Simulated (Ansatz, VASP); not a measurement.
# Cross-check of PtSe2 (Sudovikovite) between VASP and Ansatz, part 2 of 2

Wanted: the spread between two codes on one cell, functional and k mesh. The cell is taken from a series of runs on this material, whose earlier steps may have relaxed, scaled, displaced or heated it; both programs get it as it stands.

VASP 6.6.1 and Ansatz 0.2.0.

So far: Set-up; Ansatz: zone-centre phonons, PBEsol.

## Step 3: VASP: zone-centre phonons, PBEsol

Level of this step: PBEsol; plane waves and PAW (Pt, Se) (VASP).

The same cell, functional, mesh and smearing now go to VASP, with its own data sets.

Lines of VASP's logs that name or quote its potential files are left out, and so is its time.

File INCAR:

```
SYSTEM = PtSe2
PREC = Accurate
ENCUT = 500
EDIFF = 1E-08
NELM = 120
ISMEAR = -1
SIGMA = 0.15
LREAL = .FALSE.
ALGO = Normal
GGA = PS
NBANDS = 17
LASPH = .TRUE.
LORBIT = 11
LWAVE = .FALSE.
LCHARG = .FALSE.
ISIF = 2
IBRION = 8
GGA_COMPAT = .FALSE.
KPAR = 2
```

File POSCAR:

```
PtSe2
1.0
    3.7240000000      0.0000000000      0.0000000000
   -1.8620000000      3.2250786037      0.0000000000
    0.0000000000      0.0000000000      5.0620000000
Pt Se
1 2
Direct
    0.0000000000      0.0000000000      0.0000000000
    0.3333333333      0.6666666667      0.2555786691
    0.6666666667      0.3333333333      0.7444213309
```

File KPOINTS:

```
Automatic mesh
0
Gamma
12 12 8
0 0 0
```

PAW data sets: Pt and Se (PBE family, release 64).

The run is started by

```bash
$ mpirun -np 2 vasp_std
```

Numbers of over 12 decimals in the logs are rounded to 6 here.

Output:

```text
[banner, memory and clock lines left out]
running    2 mpi-ranks, on    1 nodes
 distrk:  each k-point on    1 cores,    2 groups
 distr:  one band on    1 cores,    1 groups

 POSCAR found type information on POSCAR PtSe
 POSCAR found :  2 types and       3 ions
|                                                                             |
|               ----> ADVICE to this user running VASP <----                  |
|                                                                             |
|     You enforced a specific xc type in the INCAR file but a different       |
|     [... a line on the potential file left out ...]
|     I HOPE YOU KNOW WHAT YOU ARE DOING!                                     |
|                                                                             |

 LDA part: xc-table for (Slater+PW92), standard interpolation
 POSCAR, INCAR and KPOINTS ok, starting setup
 FFT: planning ... GRIDC
 FFT: planning ... GRID_SOFT
 FFT: planning ... GRID
 WAVECAR not read
 entering main loop
       N       E                     dE             d eps       ncg     rms          rms(c)
DAV:   1     0.106845464611E+03    0.10685E+03   -0.99592E+03  4526   0.110E+03
DAV:   2    -0.119831843065E+02   -0.11883E+03   -0.11562E+03  5619   0.215E+02
DAV:   3    -0.167243008960E+02   -0.47411E+01   -0.47113E+01  5334   0.438E+01
DAV:   4    -0.167593786944E+02   -0.35078E-01   -0.35066E-01  5772   0.411E+00
DAV:   5    -0.167597339812E+02   -0.35529E-03   -0.35528E-03  5542   0.392E-01    0.129E+01
DAV:   6    -0.161682505202E+02    0.59148E+00   -0.46473E+00  4535   0.199E+01    0.780E+00
DAV:   7    -0.159481249620E+02    0.22013E+00   -0.88712E-01  4528   0.959E+00    0.387E+00
DAV:   8    -0.159247641187E+02    0.23361E-01   -0.61759E-02  4875   0.171E+00    0.828E-01
DAV:   9    -0.159215826092E+02    0.31815E-02   -0.77934E-03  5048   0.870E-01    0.205E-01
DAV:  10    -0.159216162698E+02   -0.33661E-04   -0.12359E-03  5282   0.226E-01    0.384E-02
DAV:  11    -0.159216142679E+02    0.20019E-05   -0.59540E-05  5641   0.649E-02    0.248E-02
DAV:  12    -0.159216141786E+02    0.89291E-07   -0.39569E-06  4979   0.153E-02    0.579E-03
DAV:  13    -0.159216141316E+02    0.46969E-07   -0.88587E-07  5739   0.681E-03    0.156E-03
DAV:  14    -0.159216141358E+02   -0.42044E-08   -0.59541E-08  5280   0.182E-03
   1 F= -.15921614E+02 E0= -.15892709E+02  d E =-.578111E-01
 Linear response reoptimize wavefunctions to high precision
DAV:   1    -0.159216141377E+02   -0.18497E-08   -0.84834E-09  5041   0.615E-04
DAV:   2    -0.159216141377E+02   -0.36380E-11   -0.17778E-10  2974   0.889E-05
 Linear response DOF=           4
 Linear response progress:
  Degree of freedom:   1/  4
       N       E                     dE             d eps       ncg     rms          rms(c)
RMM:   1    -0.256048030517E+00   -0.25605E+00   -0.25984E-01 18466   0.330E+00
RMM:   2    -0.248469278951E+00    0.75788E-02   -0.74157E-03 16359   0.514E-01    0.198E-01
RMM:   3    -0.248274546439E+00    0.19473E-03   -0.43800E-04 17854   0.124E-01    0.118E-01
RMM:   4    -0.248741301752E+00   -0.46676E-03   -0.56690E-04 18505   0.127E-01    0.227E-02
RMM:   5    -0.248786963097E+00   -0.45661E-04   -0.39440E-05 18113   0.381E-02    0.963E-03
RMM:   6    -0.248829876417E+00   -0.42913E-04   -0.62371E-07 18911   0.618E-03    0.143E-03
RMM:   7    -0.248807380729E+00    0.22496E-04   -0.20677E-07 18966   0.212E-03    0.869E-04
RMM:   8    -0.248799008770E+00    0.83720E-05   -0.23252E-07 18484   0.177E-03    0.139E-04
RMM:   9    -0.248798278185E+00    0.73059E-06   -0.36248E-07 19085   0.416E-04    0.822E-05
RMM:  10    -0.248798684619E+00   -0.40643E-06   -0.36793E-08 19448   0.156E-04    0.359E-05
RMM:  11    -0.248799020640E+00   -0.33602E-06   -0.17460E-08 19789   0.107E-04    0.104E-05
RMM:  12    -0.248799068032E+00   -0.47392E-07   -0.13635E-08 19929   0.908E-05    0.218E-06
RMM:  13    -0.248799068279E+00   -0.24788E-09   -0.16786E-08 19994   0.760E-05    0.158E-06
 first order change of Fermi-energy  -0.51019E-04
 force on displaced ion       1 direction 1 : -15.088   0.000   0.000
 Linear response progress:
  Degree of freedom:   2/  4
       N       E                     dE             d eps       ncg     rms          rms(c)
RMM:   1    -0.272097652403E+00   -0.27210E+00   -0.26530E-01  7714   0.332E+00
RMM:   2    -0.263594232695E+00    0.85034E-02   -0.73678E-03  6693   0.544E-01    0.209E-01
RMM:   3    -0.263258518225E+00    0.33571E-03   -0.74056E-04  7306   0.149E-01    0.121E-01
RMM:   4    -0.263490231939E+00   -0.23171E-03   -0.40330E-04  7505   0.105E-01    0.413E-02
RMM:   5    -0.263658982061E+00   -0.16875E-03   -0.13596E-05  7637   0.232E-02    0.156E-02
RMM:   6    -0.263708417111E+00   -0.49435E-04   -0.59908E-06  7145   0.133E-02    0.220E-03
RMM:   7    -0.263689548208E+00    0.18869E-04   -0.22170E-07  7704   0.273E-03    0.921E-04
RMM:   8    -0.263676668840E+00    0.12879E-04   -0.17092E-08  7729   0.784E-04    0.123E-04
RMM:   9    -0.263676514608E+00    0.15423E-06   -0.31509E-08  7881   0.220E-04    0.680E-05
RMM:  10    -0.263677053193E+00   -0.53859E-06   -0.16429E-08  7902   0.127E-04    0.271E-05
RMM:  11    -0.263676848239E+00    0.20495E-06   -0.25535E-08  7933   0.876E-05    0.767E-06
RMM:  12    -0.263676927143E+00   -0.78904E-07   -0.36975E-08  8246   0.678E-05    0.178E-06
RMM:  13    -0.263676944260E+00   -0.17117E-07   -0.24930E-08  7804   0.615E-05    0.661E-07
RMM:  14    -0.263676942232E+00    0.20284E-08   -0.13186E-08  6053   0.600E-05    0.225E-07
 first order change of Fermi-energy  -0.25460E-03
 force on displaced ion       1 direction 3 :  -0.000  -0.000 -15.174
 Linear response progress:
  Degree of freedom:   3/  4
       N       E                     dE             d eps       ncg     rms          rms(c)
RMM:   1    -0.770715761018E-01   -0.77072E-01    0.59923E-02 47534   0.152E+00
RMM:   2    -0.760428234387E-01    0.10288E-02   -0.14767E-03 30831   0.232E-01    0.104E-01
RMM:   3    -0.759490732252E-01    0.93750E-04   -0.42565E-05 33552   0.382E-02    0.593E-02
RMM:   4    -0.759245769941E-01    0.24496E-04   -0.26189E-05 34322   0.310E-02    0.594E-03
RMM:   5    -0.759288701260E-01   -0.42931E-05   -0.24910E-07 34540   0.508E-03    0.132E-03
RMM:   6    -0.759283590079E-01    0.51112E-06    0.20146E-08 34924   0.147E-03    0.351E-04
RMM:   7    -0.759273420903E-01    0.10169E-05   -0.44305E-08 35127   0.519E-04    0.739E-05
RMM:   8    -0.759271657719E-01    0.17632E-06    0.17367E-09 35647   0.132E-04    0.379E-05
RMM:   9    -0.759270478870E-01    0.11788E-06   -0.39500E-08 35436   0.832E-05    0.144E-05
RMM:  10    -0.759270109986E-01    0.36888E-07   -0.46150E-08 36005   0.668E-05    0.344E-06
RMM:  11    -0.759270280348E-01   -0.17036E-07   -0.46132E-08 35524   0.568E-05    0.121E-06
RMM:  12    -0.759270315111E-01   -0.34763E-08   -0.23027E-08 31973   0.548E-05    0.458E-07
 first order change of Fermi-energy  -0.66051E-05
 force on displaced ion       2 direction 1 :  -7.614   0.000   0.000
 Linear response progress:
  Degree of freedom:   4/  4
       N       E                     dE             d eps       ncg     rms          rms(c)
RMM:   1    -0.930268798000E-01   -0.93027E-01    0.55352E-02 10313   0.149E+00
RMM:   2    -0.912465217928E-01    0.17804E-02   -0.17286E-03  7005   0.246E-01    0.154E-01
RMM:   3    -0.910383225925E-01    0.20820E-03   -0.17326E-04  7589   0.653E-02    0.101E-01
RMM:   4    -0.909400727277E-01    0.98250E-04   -0.58063E-05  7522   0.461E-02    0.506E-02
RMM:   5    -0.909117678870E-01    0.28305E-04   -0.18126E-05  7608   0.250E-02    0.958E-03
RMM:   6    -0.909203776354E-01   -0.86097E-05    0.28853E-07  7666   0.348E-03    0.358E-03
RMM:   7    -0.909275949220E-01   -0.72173E-05   -0.44083E-07  7588   0.281E-03    0.840E-04
RMM:   8    -0.909257125186E-01    0.18824E-05   -0.11450E-07  7804   0.645E-04    0.173E-04
RMM:   9    -0.909253255507E-01    0.38697E-06   -0.14479E-08  7826   0.175E-04    0.554E-05
RMM:  10    -0.909252929479E-01    0.32603E-07    0.33973E-09  7897   0.119E-04    0.125E-05
RMM:  11    -0.909253150012E-01   -0.22053E-07    0.31861E-08  8125   0.805E-05    0.333E-06
RMM:  12    -0.909253111763E-01    0.38249E-08    0.22993E-08  7798   0.726E-05    0.830E-07
 first order change of Fermi-energy  -0.81687E+00
 force on displaced ion       2 direction 3 :  -0.000   0.000  -9.466
 Linear response finished
```

OUTCAR, selected parts (step 3):

```text
ion  position               nearest neighbor table
   1  0.000  0.000  0.000-   2 2.51   3 2.51   3 2.51   2 2.51   3 2.51   2 2.51
   2  0.333  0.667  0.256-   1 2.51   1 2.51   1 2.51
   3  0.667  0.333  0.744-   1 2.51   1 2.51   1 2.51

  LATTYP: Found a hexagonal cell.
 ALAT       =     3.7240000000
 C/A-ratio  =     1.3592910849

 Subroutine GETGRP returns: Found 12 space group operations
 (whereof 12 operations were pure point group operations)

The static configuration has the point symmetry D_3d.

 Found    131 irreducible k-points:

   k-points           NKPTS =    131   k-points in BZ     NKDIM =    131   number of bands    NBANDS=     17

   dimension x,y,z NGX =    28 NGY =   28 NGZ =   40
   dimension x,y,z NGXF=    56 NGYF=   56 NGZF=   80

   ENCUT  =  500.0 eV  36.75 Ry    6.06 a.u.   6.79  6.79  9.23*2*pi/ulx,y,z

   NELECT =      22.0000    total number of electrons

 k-points in reciprocal lattice and weights: Automatic mesh
   0.00000000  0.00000000  0.00000000       0.001
   0.08333333  0.00000000  0.00000000       0.005
   0.16666667  0.00000000  0.00000000       0.005
   0.25000000 -0.00000000  0.00000000       0.005
   0.33333333 -0.00000000  0.00000000       0.005
   0.41666667 -0.00000000  0.00000000       0.005
   0.50000000 -0.00000000  0.00000000       0.003
   0.08333333  0.08333333  0.00000000       0.005
   0.16666667  0.08333333  0.00000000       0.010
[...]
0.33333333  0.25000000  0.50000000       0.010
   0.33333333  0.33333333  0.50000000       0.002

 average (electrostatic) potential at core
       1 -68.5016       2 -52.7175       3 -52.7175

  Total        0.4317136      0.4317136     -0.3537585      0.0000000      0.0000000      0.0000000
  in kB       11.3771687     11.3771687     -9.3227777      0.0000000      0.0000000      0.0000000
  external PRESSURE =       4.4771866 kB  Pullay stress =       0.0000000 kB

  energy-cutoff  :      500.00
  volume of cell :       60.80
      direct lattice vectors                 reciprocal lattice vectors
     3.724000000  0.000000000  0.000000000     0.268528464  0.155034981  0.000000000
    -1.862000000  3.225078604  0.000000000     0.000000000  0.310069962  0.000000000
     0.000000000  0.000000000  5.062000000     0.000000000  0.000000000  0.197550375

 POSITION                                       TOTAL-FORCE (eV/Angst)
 -----------------------------------------------------------------------------------
      0.00000      0.00000      0.00000         0.000000      0.000000     -0.000000
     -0.00000      2.15005      1.29374         0.000000      0.000000      0.014280
      1.86200      1.07503      3.76826        -0.000000      0.000000     -0.014280
 -----------------------------------------------------------------------------------
    total drift:                               -0.000000      0.000000      0.000000

 Eigenvectors and eigenvalues of the dynamical matrix
 ----------------------------------------------------

   1 f  =    6.518345 THz    40.955972 2PiTHz  217.428601 cm-1    26.957699 meV
             X         Y         Z           dx          dy          dz
      0.000000  0.000000  0.000000    -0.000000    0.000000   -0.668886
     -0.000000  2.150052  1.293739     0.000000   -0.000000    0.525639
      1.862000  1.075026  3.768261     0.000000   -0.000000    0.525639

   2 f  =    6.500366 THz    40.843002 2PiTHz  216.828860 cm-1    26.883340 meV
             X         Y         Z           dx          dy          dz
      0.000000  0.000000  0.000000     0.000006   -0.668847   -0.000000
     -0.000000  2.150052  1.293739    -0.000005    0.525663    0.000000
      1.862000  1.075026  3.768261    -0.000005    0.525663    0.000000

   3 f  =    6.500366 THz    40.843002 2PiTHz  216.828860 cm-1    26.883340 meV
             X         Y         Z           dx          dy          dz
      0.000000  0.000000  0.000000     0.668847    0.000006   -0.000000
     -0.000000  2.150052  1.293739    -0.525663   -0.000005    0.000000
      1.862000  1.075026  3.768261    -0.525663   -0.000005    0.000000

   4 f  =    5.926288 THz    37.235967 2PiTHz  197.679698 cm-1    24.509148 meV
             X         Y         Z           dx          dy          dz
      0.000000  0.000000  0.000000     0.000000    0.000000    0.000000
     -0.000000  2.150052  1.293739    -0.000000   -0.000000    0.707107
      1.862000  1.075026  3.768261     0.000000   -0.000000   -0.707107

   5 f  =    4.876892 THz    30.642416 2PiTHz  162.675606 cm-1    20.169195 meV
             X         Y         Z           dx          dy          dz
      0.000000  0.000000  0.000000     0.000000   -0.000000    0.000000
     -0.000000  2.150052  1.293739     0.000020    0.707107    0.000000
      1.862000  1.075026  3.768261    -0.000020   -0.707107   -0.000000

   6 f  =    4.876892 THz    30.642416 2PiTHz  162.675606 cm-1    20.169195 meV
             X         Y         Z           dx          dy          dz
      0.000000  0.000000  0.000000    -0.000000   -0.000000    0.000000
     -0.000000  2.150052  1.293739    -0.707107    0.000020   -0.000000
      1.862000  1.075026  3.768261     0.707107   -0.000020    0.000000

   7 f/i=    0.000056 THz     0.000349 2PiTHz    0.001855 cm-1     0.000230 meV
             X         Y         Z           dx          dy          dz
      0.000000  0.000000  0.000000    -0.739477    0.076270   -0.000000
     -0.000000  2.150052  1.293739    -0.470451    0.048522   -0.000000
      1.862000  1.075026  3.768261    -0.470451    0.048522   -0.000000

   8 f/i=    0.000056 THz     0.000349 2PiTHz    0.001855 cm-1     0.000230 meV
             X         Y         Z           dx          dy          dz
      0.000000  0.000000  0.000000     0.076270    0.739477    0.000000
     -0.000000  2.150052  1.293739     0.048522    0.470451    0.000000
      1.862000  1.075026  3.768261     0.048522    0.470451    0.000000

   9 f/i=    0.000280 THz     0.001759 2PiTHz    0.009336 cm-1     0.001158 meV
             X         Y         Z           dx          dy          dz
      0.000000  0.000000  0.000000    -0.000000   -0.000000    0.743365
     -0.000000  2.150052  1.293739    -0.000000   -0.000000    0.472974
      1.862000  1.075026  3.768261    -0.000000   -0.000000    0.472974

 ELASTIC MODULI CONTR FROM IONIC RELAXATION (kBar)
 Direction    XX          YY          ZZ          XY          YZ          ZX
 --------------------------------------------------------------------------------
 XX        -695.6742   -385.6531   -679.6353      0.0000    303.9151     -0.0000
 YY        -385.6531   -695.6742   -679.6353     -0.0000   -303.9151      0.0000
 ZZ        -679.6353   -679.6353   -854.3281      0.0000     -0.0000     -0.0000
 XY           0.0000     -0.0000      0.0000   -155.0106     -0.0000    282.9607
 YZ         303.9151   -303.9151     -0.0000     -0.0000   -595.8585      0.0000
 ZX          -0.0000      0.0000     -0.0000    282.9607      0.0000   -516.5245
 --------------------------------------------------------------------------------
```

## Step 4: Differences

Known differences besides the potentials themselves: the data sets hold 50 valence electrons in Ansatz (on its default PAW (the set named soft_2) files) and 22 in VASP; the cutoff is 420 eV in Ansatz and 500 eV in VASP; Ansatz makes its cores anew for this functional, VASP keeps those of its PBE data sets. Total energies have different zeros and are not compared.

Both answers:

| quantity | Ansatz | VASP | difference |
| --- | --- | --- | --- |
| optical mode 1 to 2 (cm⁻¹) | 162.4 | 162.7 | -0.16 % |
| optical mode 3 (cm⁻¹) | 197.2 | 197.7 | -0.22 % |
| optical mode 4 to 5 (cm⁻¹) | 216.0 | 216.8 | -0.40 % |
| optical mode 6 (cm⁻¹) | 216.8 | 217.4 | -0.27 % |

Modes are paired by rising frequency, not by their patterns, so a pair may set unlike modes beside each other; they are those without the splitting of longitudinal modes.

## Step 5: Outcome

```yaml
r_m_s_difference_of_the_optical_zone_centre_modes_each_program_s_sorted_by_frequency_zone_centre_phonons_pbesol: 0.60 cm⁻¹
```

The r.m.s. difference of the optical zone-centre modes, each program's sorted by frequency is 0.60 cm⁻¹ (zone-centre phonons, PBEsol). The data sets hold unlike numbers of valence electrons (50 in Ansatz and 22 in VASP), so part of the differences comes from the potentials. Such differences can come from data sets, numerical settings and the points named under the comparisons, not from the functional's error against experiment.

[Lines on the potential files, build, host, timing and source positions are cut from VASP's logs without a mark.]

[Logs are printed without paths, hosts, clocks, repeated set-up lines and the standing remarks that a program may print on its own settings, such as how far it seeks lower states.]

[Hosts, paths, dates, database ids (printed as entryN), source tags and the programs' standing remarks are cut or masked in the printed files.]
